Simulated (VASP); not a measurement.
Given:

```yaml
crystal:
  lattice:
    - [0.00000, 2.74637, 2.74637]
    - [2.74637, 0.00000, 2.74637]
    - [2.74637, 2.74637, 0.00000]
  atoms:
    - { symbol: Mg, position: [0.00000, 0.00000, 0.00000] }
    - { symbol: Se, position: [0.50000, 0.50000, 0.50000] }
```

Computed with PBE GGA with D4 dispersion, VASP's PBE PAW potentials (set 64) (plane waves; VASP). Numerical set-up: 520 eV cut-off, 8×8×8 Γ-centred mesh, Gaussian smearing of 0.050 eV, potentials Mg Se.

### Question
Estimate the energy per atom (σ→0), pressure, band gap (on the k-mesh) with the smallest direct gap where there is one.

### Answer

```
Property                                      Value
-----------------------------------  --------------
band gap (on the k-mesh)                    1.76 eV
smallest direct gap (on the k-mesh)         2.45 eV
energy per atom (σ→0)                -4.043 eV/atom
pressure                                  -1.85 GPa
```

The absolute energy has meaning only against runs of the same code, potentials and settings.

The compound is MgSe in the rock salt structure. This cell is one point of a volume scan, at 1.03 of the reference volume.
